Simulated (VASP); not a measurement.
# Mg2BiCl with revPBE + D4: from relaxation to properties, part 3 of 4

Aim: relax Mg2BiCl, then compute properties on the relaxed cell. The cell is invented: it takes the structure of a Materials Project entry for Mg2NCl (space group 166 there), with some of its atoms replaced by other elements, volume scaled by an estimate. It may not be a known or stable phase. Left out of this account: 1 further run (dielectric: a response that the mesh can't converge at so small a gap). The atoms of the start are displaced at random from the sites of a R-3m cell.

VASP 6.6.1; revPBE with D4; plane waves and PAW (Bi_d, Cl, Mg); invented cell.

So far, gap on the k-mesh (eV): step 2 (rough relaxation of the start cell) 0.0386; step 4 (second relaxation) 0.785.

## (5) Single point with fields (revPBE + D4)

The relaxed cell gets a fresh self-consistent run, on a basis set for its own volume, to fix the density and to check the remaining stress.

The input, INCAR:

```
SYSTEM = Mg2BiCl
PREC = Accurate
ENCUT = 400
EDIFF = 1E-06
NELM = 100
ISMEAR = 0
SIGMA = 0.05
LREAL = .FALSE.
ALGO = Normal
GGA = RE
IVDW = 13
NBANDS = 19
LORBIT = 11
LWAVE = .FALSE.
LCHARG = .TRUE.
ISIF = 2
LELF = .TRUE.
LVHAR = .TRUE.
```

The input, POSCAR:

```
Mg2BiCl
1.0
    3.8650308500     -2.2862903600      0.0000000000
    3.8650308500      2.2862903600      0.0000000000
   -1.9854162900      0.0000000000      7.0105685200
Bi Cl Mg
1 1 2
Direct
    0.5196730490      0.5196730490      0.4975708890
    0.9228480680      0.9228480680      0.0078982370
    0.9065576030      0.9065576030      0.6774929980
    0.1398329160      0.1398329160      0.3128958760
```

The input, KPOINTS:

```
Automatic mesh
0
Gamma
6 6 3
0 0 0
```

The projector-augmented-wave data sets are Bi_d, Cl and Mg (PBE family, release 64).

The cell reached was symmetrised within 0.01 Å before this step, which raises the operations from 1 to 2, which the run then keeps.

Run with:

```bash
$ mpirun -np 2 vasp_std
```

What it wrote:

```text
[banner, memory and clock lines left out]
running    2 mpi-ranks, on    1 nodes
 distrk:  each k-point on    2 cores,    1 groups
 distr:  one band on    1 cores,    2 groups

 POSCAR found type information on POSCAR BiClMg
 POSCAR found :  3 types and       4 ions
 [... a notice as in an earlier step ...]

 LDA part: xc-table for (Slater+PW92), standard interpolation
|                                                                             |
|           W    W    AA    RRRRR   N    N  II  N    N   GGGG   !!!           |
|           W    W   A  A   R    R  NN   N  II  NN   N  G    G  !!!           |
|           W    W  A    A  R    R  N N  N  II  N N  N  G       !!!           |
|           W WW W  AAAAAA  RRRRR   N  N N  II  N  N N  G  GGG   !            |
|           WW  WW  A    A  R   R   N   NN  II  N   NN  G    G                |
|           W    W  A    A  R    R  N    N  II  N    N   GGGG   !!!           |
|                                                                             |
|     The number of bands has been changed from the values supplied in        |
|     The orbitals not found in the WAVECAR file will be initialized with     |
|     random numbers, which is usually adequate. For correlated               |
|     calculations, however, you should redo the groundstate calculation.     |
|     I found NBANDS = 19. Now, NBANDS = 20.                                  |
|                                                                             |

 POSCAR, INCAR and KPOINTS ok, starting setup
 FFT: planning ... GRIDC
 FFT: planning ... GRID_SOFT
 FFT: planning ... GRID
 WAVECAR not read
 entering main loop
       N       E                     dE             d eps       ncg     rms          rms(c)
DAV:   1     0.176183940914E+03    0.17618E+03   -0.10251E+04  1360   0.946E+02
DAV:   2     0.494314369593E+01   -0.17124E+03   -0.16608E+03  1540   0.257E+02
DAV:   3    -0.109176474920E+02   -0.15861E+02   -0.15794E+02  1620   0.920E+01
DAV:   4    -0.113575279900E+02   -0.43988E+00   -0.43965E+00  1840   0.186E+01
DAV:   5    -0.113682398028E+02   -0.10712E-01   -0.10711E-01  1916   0.222E+00    0.395E+00
DAV:   6    -0.108970924542E+02    0.47115E+00   -0.74189E-01  1572   0.350E+00    0.268E+00
DAV:   7    -0.108221185921E+02    0.74974E-01   -0.32566E-01  1644   0.258E+00    0.128E+00
DAV:   8    -0.108310233920E+02   -0.89048E-02   -0.34092E-02  1816   0.170E+00    0.206E-01
DAV:   9    -0.108333074195E+02   -0.22840E-02   -0.56556E-03  1588   0.501E-01    0.750E-02
DAV:  10    -0.108336553299E+02   -0.34791E-03   -0.43206E-04  1852   0.124E-01    0.343E-02
DAV:  11    -0.108338037773E+02   -0.14845E-03   -0.24590E-04  1528   0.119E-01    0.184E-02
DAV:  12    -0.108338437055E+02   -0.39928E-04   -0.11812E-04  1516   0.508E-02    0.736E-03
DAV:  13    -0.108338460314E+02   -0.23259E-05   -0.85785E-06  1744   0.204E-02    0.212E-03
DAV:  14    -0.108338461980E+02   -0.16670E-06   -0.14095E-06  1276   0.804E-03
   1 F= -.12096099E+02 E0= -.12096099E+02  d E =-.654242E-14
```

Wall time 14 s (2 MPI ranks of Intel Xeon 6975P-C (Granite Rapids), shared host); peak memory 0.36 GiB.

OUTCAR, selected parts (step 5):

```text
   k-points           NKPTS =     34   k-points in BZ     NKDIM =     34   number of bands    NBANDS=     20

   ENCUT  =  400.0 eV  29.40 Ry    5.42 a.u.   7.32  7.32 11.88*2*pi/ulx,y,z

   NELECT =      26.0000    total number of electrons

 E-fermi :   2.9768

 k-point     1 :       0.0000    0.0000    0.0000
  band No.  band energies     occupation
    ...
      9      -1.1331      2.00000
     10      -0.9323      2.00000
     11       0.9729      2.00000
     12       2.5685      2.00000
     13       2.7177      2.00000
     14       3.4999      0.00000
     15       5.3754      0.00000
     16       6.4489      0.00000
     17       6.6959      0.00000
     18       8.1494      0.00000
    ...

  DFT-D4 for vdW energy calculation

  Edisp (eV):   -1.26225

  Total       0.08766    -0.03527     0.01111     0.00000     0.00000    -0.04311
  in kB       1.13350    -0.45611     0.14366     0.00000     0.00000    -0.55748
  external pressure =        0.27 kB  Pullay stress =        0.00 kB

 POSITION                                       TOTAL-FORCE (eV/Angst)
 -----------------------------------------------------------------------------------
      3.02922      0.00000      3.48825         0.000168      0.000000     -0.000365
      7.11799      0.00000      0.05537         0.005534      0.000000      0.000112
      5.66264      0.00000      4.74961        -0.002087      0.000000     -0.003818
      0.45969      0.00000      2.19358        -0.003614      0.000000      0.004071
 -----------------------------------------------------------------------------------
    total drift:                                0.000229      0.000000     -0.000808

  FREE ENERGIE OF THE ION-ELECTRON SYSTEM (eV)
  ---------------------------------------------------
  free  energy   TOTEN  =       -12.0960993773 eV

  energy  without entropy=      -12.0960993773  energy(sigma->0) =      -12.09609938

[... 15 further parts left out ...]
```

A gap read on the k-mesh alone can miss the band edges.

This step gave:

```
SCF cycles                     : 14
bands                          : 20
irreducible k-points           : 34
symmetry operations            : 2
Fermi energy                   : 2.977 eV
pressure                       : 0.02737 GPa
valence top at k               : 0, 0, 0.3333
gap on the k-mesh              : 0.7741 eV
least direct gap on the k-mesh : 0.7822 eV
```

Valence electrons inside each PAW sphere by angular momentum. Sphere charges, by row:

```
atom  s (e)  p (e)  d (e)  tot (e)
 Bi1  1.421  1.803  9.868    13.09
 Cl2  1.597  3.591      0    5.188
 Mg3   0.17  0.119  0.025    0.314
 Mg4  0.168  0.114  0.024    0.307
```

Electrostatic potential energy in the ac plane at fractional y = 0.907, with atoms of Cl and Mg within 0.2 Å of it. With pseudopotentials it is smooth inside the atoms' cores, unlike the true potential.

Ten even steps from '_' (-63 eV) to '@' (4 eV), each cell a mean:
```
..**@@@@@@@@@@@@@@@@%%..____
**%%@@@@@@@@@@@@@@@@%%++::--
%%@@@@@@@@@@@@@@@@@@@@%%%%%%
%%%%@@@@@@@@@@@@@@@@@@@@%%%%
##%%%%@@@@@@@@@@@@@@@@%%####
**##%%@@@@@@@@@@@@@@%%****++
**##%%@@@@@@@@@@@@%%##**++++
**##@@@@@@@@@@@@@@%%##**++++
##%%@@@@@@@@@@@@@@%%##******
%%@@@@@@@@@@@@@@@@@@%%%%##%%
@@@@@@@@@@@@@@@@@@@@@@@@@@@@
@@@@@@@@@@@@@@@@@@@@@@@@@@@@
@@@@@@@@@@@@@@@@@@@@@@@@@@@@
@@@@%%%%%%%%@@@@@@@@@@@@@@@@
@@@@%%%%%%%%@@@@@@@@@@@@@@@@
@@%%%%%%%%%%@@@@@@@@@@@@@@@@
@@%%%%%%%%%%@@@@@@@@@@@@@@@@
@@@@%%%%@@@@@@@@@@@@@@@@@@@@
%%%%@@@@@@@@@@@@@@@@@@@@@@%%
--##@@@@@@@@@@@@@@@@@@%%++--
__==%%@@@@@@@@@@@@@@@@++____
__==%%@@@@@@@@@@@@@@%%..____
```
Columns run along a (4.5 Å; values clipped at the 3rd and 97th percentile), rows up along c (7.3 Å). Atoms in or near the plane, at fractional coordinates: Cl at (0.92, 0.01), Mg at (0.91, 0.68).

Valence density in the ac plane at fractional y = 0.907, with atoms of Cl and Mg within 0.2 Å of it. It is the smooth field of the valence electrons, not physical close to the nuclei.

Values in e/Å³, 22 rows by 14 columns, each cell a mean:
```
1.6 1.0 0.4 0.1 0.0 0.0 0.0 0.0 0.1 0.3 0.8 1.6 1.4 1.3
1.1 0.5 0.2 0.1 0.0 0.0 0.0 0.0 0.1 0.2 0.6 1.2 1.5 1.5
0.4 0.2 0.1 0.0 0.0 0.0 0.0 0.0 0.1 0.1 0.3 0.6 0.8 0.7
0.2 0.1 0.1 0.0 0.0 0.0 0.0 0.0 0.0 0.1 0.1 0.2 0.3 0.3
0.1 0.1 0.0 0.0 0.0 0.0 0.0 0.0 0.0 0.1 0.1 0.1 0.1 0.1
0.0 0.0 0.1 0.1 0.0 0.0 0.0 0.0 0.0 0.1 0.1 0.1 0.0 0.0
0.0 0.1 0.1 0.1 0.1 0.1 0.1 0.1 0.1 0.1 0.1 0.0 0.0 0.0
0.0 0.1 0.1 0.1 0.1 0.1 0.1 0.1 0.1 0.1 0.1 0.0 0.0 0.0
0.1 0.1 0.1 0.1 0.1 0.1 0.1 0.1 0.1 0.1 0.1 0.0 0.0 0.0
0.1 0.1 0.1 0.2 0.2 0.2 0.2 0.1 0.1 0.1 0.1 0.1 0.1 0.1
0.1 0.1 0.1 0.2 0.2 0.2 0.2 0.1 0.1 0.1 0.1 0.1 0.1 0.1
0.1 0.1 0.1 0.2 0.2 0.2 0.1 0.1 0.1 0.1 0.1 0.1 0.1 0.1
0.1 0.1 0.1 0.2 0.2 0.2 0.1 0.1 0.1 0.1 0.0 0.0 0.0 0.1
0.1 0.1 0.1 0.1 0.1 0.1 0.1 0.1 0.1 0.0 0.0 0.0 0.0 0.0
0.1 0.1 0.1 0.1 0.1 0.1 0.1 0.1 0.0 0.0 0.0 0.0 0.0 0.0
0.1 0.1 0.1 0.1 0.1 0.1 0.0 0.0 0.0 0.0 0.0 0.0 0.0 0.0
0.1 0.1 0.1 0.1 0.1 0.0 0.0 0.0 0.0 0.0 0.0 0.0 0.0 0.1
0.2 0.2 0.1 0.1 0.1 0.0 0.0 0.0 0.0 0.0 0.0 0.1 0.1 0.2
0.6 0.5 0.3 0.1 0.1 0.0 0.0 0.0 0.0 0.0 0.1 0.2 0.4 0.5
1.4 1.0 0.5 0.2 0.1 0.0 0.0 0.0 0.0 0.1 0.2 0.6 1.1 1.4
1.6 1.3 0.6 0.2 0.1 0.0 0.0 0.0 0.0 0.2 0.5 1.2 1.5 1.3
1.5 1.3 0.6 0.2 0.1 0.0 0.0 0.0 0.1 0.2 0.7 1.6 1.1 0.5
```
Columns run along a (4.5 Å), rows up along c (7.3 Å). Atoms in or near the plane, at fractional coordinates: Cl at (0.92, 0.01), Mg at (0.91, 0.68).

ELF in the ac plane at fractional y = 0.907, with atoms of Cl and Mg within 0.2 Å of it. It is the smooth field of the valence electrons, not physical close to the nuclei.

Ten even steps from '_' (0.00) to '@' (0.88), each cell a mean:
```
@@@@%%**::____..++%%@@@@####
@@@@##--..______==##@@@@@@@@
@@##==..________::++%%@@@@@@
##==..____________::++##%%%%
::......::::..____..::--====
__..::======--::::....______
__--******++++++==--..______
..++####****++++++++::______
--++********++****++--______
==++******++++++++==::......
--==++******++++==--::....::
--==++**##****==--::......::
::==**######**==::..........
::==**##%%##++==::..______..
..::==******==--....________
......::----::::..__________
::::::........__________....
****++--..__________..::==++
@@@@%%++--________..==##%%%%
@@@@@@##==..____..++%%@@@@@@
%%@@@@##==______--##@@@@%%##
##@@@@##--______++%%@@@@**--
```
Columns run along a (4.5 Å), rows up along c (7.3 Å). Atoms in or near the plane, at fractional coordinates: Cl at (0.92, 0.01), Mg at (0.91, 0.68).

The pressure is 0.03 GPa and the largest force 0.006 eV/Å.

## (6) Band structure (revPBE + D4)

Levels along the symmetry lines show where the bands peak and cross; KPOINTS_OPT computes them in the converged potential.

The input, INCAR:

```
SYSTEM = Mg2BiCl
PREC = Accurate
ENCUT = 400
EDIFF = 1E-06
NELM = 100
ISMEAR = 0
SIGMA = 0.05
LREAL = .FALSE.
ALGO = Normal
GGA = RE
IVDW = 13
NBANDS = 27
LORBIT = 11
LWAVE = .FALSE.
LCHARG = .FALSE.
KPAR = 2
```

POSCAR is that of step 5.

KPOINTS is that of step 5.

The input, KPOINTS_OPT:

```
Line mode
16
Line-mode
Reciprocal
  0.00000000   0.00000000   0.00000000 GAMMA
  0.50000000   0.50000000  -1.00000000 Y

  0.50000000   0.50000000  -1.00000000 Y
  0.39015114   0.39015114  -1.18672854 F

  0.39015114   0.39015114  -1.18672854 F
  0.50000000   0.50000000  -0.50000000 L

  0.50000000   0.50000000  -0.50000000 L
  0.68282283   0.31717717  -0.50000000 I

  0.31717717  -0.31717717   0.50000000 I1
  0.00000000   0.00000000   0.50000000 Z

  0.00000000   0.00000000   0.50000000 Z
  0.60984886   0.60984886   0.18672854 F1

  0.50000000   0.50000000  -1.00000000 Y
  0.60378472   0.39621528  -1.00000000 X1

  0.39621528  -0.39621528   0.00000000 X
  0.00000000   0.00000000   0.00000000 GAMMA

  0.00000000   0.00000000   0.00000000 GAMMA
  0.50000000   0.00000000  -0.50000000 N

  0.50000000   0.00000000   0.00000000 M
  0.00000000   0.00000000   0.00000000 GAMMA
```

Run with:

```bash
$ mpirun -np 2 vasp_std
```

What it wrote:

```text
[... set-up lines as in an earlier step ...]
 entering main loop
       N       E                     dE             d eps       ncg     rms          rms(c)
DAV:   1     0.181042602714E+03    0.18104E+03   -0.97293E+03  1836   0.702E+02
DAV:   2     0.724297301180E+01   -0.17380E+03   -0.16500E+03  2015   0.211E+02
DAV:   3    -0.108293031929E+02   -0.18072E+02   -0.17932E+02  2324   0.774E+01
DAV:   4    -0.113501014100E+02   -0.52080E+00   -0.52034E+00  2280   0.154E+01
DAV:   5    -0.113682100266E+02   -0.18109E-01   -0.18107E-01  2780   0.250E+00    0.394E+00
DAV:   6    -0.108968097027E+02    0.47140E+00   -0.57978E-01  2288   0.260E+00    0.265E+00
DAV:   7    -0.108220225298E+02    0.74787E-01   -0.27447E-01  2166   0.195E+00    0.129E+00
DAV:   8    -0.108313523435E+02   -0.93298E-02   -0.31701E-02  2450   0.130E+00    0.210E-01
DAV:   9    -0.108331169947E+02   -0.17647E-02   -0.45805E-03  2154   0.375E-01    0.848E-02
DAV:  10    -0.108336358930E+02   -0.51890E-03   -0.57441E-04  2394   0.109E-01    0.343E-02
DAV:  11    -0.108338116903E+02   -0.17580E-03   -0.30565E-04  2133   0.103E-01    0.255E-02
DAV:  12    -0.108338435063E+02   -0.31816E-04   -0.99144E-05  2065   0.407E-02    0.715E-03
DAV:  13    -0.108338461556E+02   -0.26493E-05   -0.59328E-06  2325   0.130E-02    0.320E-03
DAV:  14    -0.108338461587E+02   -0.30732E-08   -0.14261E-06  1794   0.640E-03
   1 F= -.12096099E+02 E0= -.12096099E+02  d E =-.423194E-14
 Start KPOINTS_OPT (optional k-point list driver)
k-point batch [1-34\160]
       N       E                     dE             ncg
DAV:   1    -0.175721981429E+04   -0.18314E+05     1844
DAV:   2    -0.749409431827E+04   -0.57369E+04     2006
DAV:   3    -0.807806496023E+04   -0.58397E+03     2384
DAV:   4    -0.809498639698E+04   -0.16921E+02     2368
DAV:   5    -0.809548895853E+04   -0.50256E+00     2727
DAV:   6    -0.809549615950E+04   -0.72010E-02     2418
DAV:   7    -0.809549636846E+04   -0.20896E-03     2794
DAV:   8    -0.809549637060E+04   -0.21364E-05     1988
DAV:   9    -0.809549637071E+04   -0.11492E-06     1610
[...]
k-point batch [137-160\160]
       N       E                     dE             ncg
DAV:   1    -0.249376895446E+03   -0.10339E+05     1296
DAV:   2    -0.428873053769E+04   -0.40394E+04     1409
DAV:   3    -0.469304668960E+04   -0.40432E+03     1664
DAV:   4    -0.470458838300E+04   -0.11542E+02     1621
DAV:   5    -0.470497801286E+04   -0.38963E+00     1934
DAV:   6    -0.470498310450E+04   -0.50916E-02     1709
DAV:   7    -0.470498323466E+04   -0.13017E-03     1952
DAV:   8    -0.470498323610E+04   -0.14357E-05     1437
DAV:   9    -0.470498323616E+04   -0.61079E-07     1171
```

It took 57 s on 2 MPI ranks; peak memory 0.52 GiB.

From OUTCAR (step 6):

```text
   k-points           NKPTS =     34   k-points in BZ     NKDIM =     34   number of bands    NBANDS=     27

   NELECT =      26.0000    total number of electrons

 E-fermi :   2.9790

 k-point     1 :       0.0000    0.0000    0.0000
  band No.  band energies     occupation
    ...
      9      -1.1331      2.00000
     10      -0.9323      2.00000
     11       0.9729      2.00000
     12       2.5685      2.00000
     13       2.7178      2.00000
     14       3.4999      0.00000
     15       5.3754      0.00000
     16       6.4489      0.00000
     17       6.6959      0.00000
     18       8.1494      0.00000
    ...

  DFT-D4 for vdW energy calculation

  Edisp (eV):   -1.26225

  Total       0.08623    -0.03658     0.00909     0.00000     0.00000    -0.04315
  in kB       1.11505    -0.47298     0.11757     0.00000     0.00000    -0.55793
  external pressure =        0.25 kB  Pullay stress =        0.00 kB

 POSITION                                       TOTAL-FORCE (eV/Angst)
 -----------------------------------------------------------------------------------
      3.02922      0.00000      3.48825         0.000177      0.000000     -0.000369
      7.11799      0.00000      0.05537         0.005501      0.000000      0.000173
      5.66264      0.00000      4.74961        -0.002071      0.000000     -0.003830
      0.45969      0.00000      2.19358        -0.003606      0.000000      0.004026
 -----------------------------------------------------------------------------------
    total drift:                                0.000146     -0.000000     -0.000703

  FREE ENERGIE OF THE ION-ELECTRON SYSTEM (eV)
  ---------------------------------------------------
  free  energy   TOTEN  =       -12.0960993379 eV

  energy  without entropy=      -12.0960993379  energy(sigma->0) =      -12.09609934

[... 9 parts as in an earlier step ...]

[... 7 further parts left out ...]
```

Spin-orbit coupling is off here; with elements this heavy it splits and shifts levels by tenths of an eV or more. The path was typed for another setting of this lattice: F, F1, X, X1 and Y lie outside the first zone, so these labels don't mark the standard points and true extrema may be missed.

This step gave:

| Quantity | Value |
| --- | --- |
| bands | 27 |
| Fermi energy | 2.979 eV |
| pressure | 0.02532 GPa |
| least gap on mesh and path | 0.7714 eV |
| least direct gap on mesh and path | 0.7821 eV |
| valence top at k | 0, 0, 0.5 |

The electronic bands at the labelled points (eV, zero at the valence-band top; v1 is the highest filled band, c1 the lowest empty one):

```
          point     v4     v3     v2     v1    c1    c2    c3    c4
              Γ  -3.66  -1.76  -0.16  -0.01  0.77  2.65  3.72  3.97
0.47 of the way  -3.73  -2.48  -1.94  -0.85  2.03  3.04  4.24  5.03
              Y  -3.84  -3.84  -1.30  -1.03  0.91  1.84  4.14  4.44
0.47 of the way  -3.84  -3.83  -1.29  -1.07  1.01  1.96  4.12  4.53
              F  -3.81  -3.75  -1.25  -1.19  1.29  2.34  3.90  4.82
0.53 of the way  -3.83  -3.81  -1.31  -1.14  1.03  1.93  4.35  4.60
              L  -3.98  -3.81  -1.41  -1.21  1.38  2.12  4.44  4.65
0.47 of the way  -3.95  -3.80  -2.32  -1.06  2.12  2.96  3.40  4.71
              I  -4.15  -3.37  -3.11  -0.87  2.11  2.68  4.40  5.11
     jump to I1  -4.15  -3.37  -3.11  -0.87  2.11  2.68  4.40  5.11
0.53 of the way  -3.97  -2.51  -2.00  -1.12  3.04  3.26  3.70  4.24
              Z  -3.66  -2.69  -0.19   0.00  1.43  3.51  3.85  4.44
0.47 of the way  -3.76  -2.90  -1.85  -0.99  1.71  2.79  4.33  5.03
             F1  -3.81  -3.75  -1.25  -1.19  1.29  2.34  3.90  4.82
      jump to Y  -3.84  -3.84  -1.30  -1.03  0.91  1.84  4.14  4.44
0.47 of the way  -3.87  -3.79  -1.77  -1.02  1.34  2.09  3.98  4.30
             X1  -3.97  -3.62  -2.64  -1.00  1.73  3.09  3.66  4.55
      jump to X  -3.97  -3.62  -2.64  -1.00  1.73  3.09  3.66  4.55
0.47 of the way  -4.04  -3.47  -1.96  -1.38  2.83  3.27  3.81  4.20
              Γ  -3.66  -1.76  -0.16  -0.01  0.77  2.65  3.72  3.97
0.47 of the way  -3.82  -2.59  -1.66  -0.65  1.82  3.08  3.81  4.81
              N  -3.91  -3.73  -1.18  -0.98  1.02  1.83  4.01  4.70
      jump to M  -4.13  -3.89  -1.38  -1.18  1.50  2.52  3.97  4.91
0.47 of the way  -3.83  -2.99  -1.60  -0.75  1.90  3.04  3.66  4.91
              Γ  -3.66  -1.76  -0.16  -0.01  0.77  2.65  3.72  3.97
```

Of the projections kept (Bi, Cl, Mg), the largest for each band there; the rest of the weight can lie on other orbitals:

```
point       v4       v3       v2       v1       c1       c2       c3       c4
    Γ  Cl 0.99  Bi 0.55  Bi 0.91  Bi 0.92  Bi 0.54  Mg 0.44  Mg 0.65  Mg 0.62
    Y  Cl 0.98  Bi 0.47  Bi 0.83  Bi 0.80  Mg 0.69  Mg 0.49  Mg 0.50  Mg 0.72
    F  Cl 0.99  Bi 0.59  Bi 0.85  Bi 0.75  Mg 0.61  Mg 0.48  Cl 0.45  Mg 0.65
    L  Cl 0.43  Cl 0.99  Bi 0.87  Bi 0.83  Mg 0.57  Mg 0.45  Mg 0.48  Mg 0.61
    I  Cl 0.97  Bi 0.65  Bi 0.56  Bi 0.79  Mg 0.70  Mg 0.57  Bi 0.44  Bi 0.50
   I1  Cl 0.97  Bi 0.65  Bi 0.56  Bi 0.79  Mg 0.70  Mg 0.57  Bi 0.44  Bi 0.50
```

The path finds the gap of the mesh within 0.02 eV, so the mesh comes close to both band edges.

(Part 3 of 4 ends here.)

[Lines on the potential files, build, host, timing and source positions are cut from VASP's logs without a mark.]

[Logs are printed without paths, hosts, clocks, repeated set-up lines and the standing remarks that a program may print on its own settings, such as how far it seeks lower states.]

[Hosts, paths, dates, database ids (printed as entryN), source tags and the programs' standing remarks are cut or masked in the printed files.]

[A measured line is paired with the nearest computed mode of its activity, which favours agreement.]
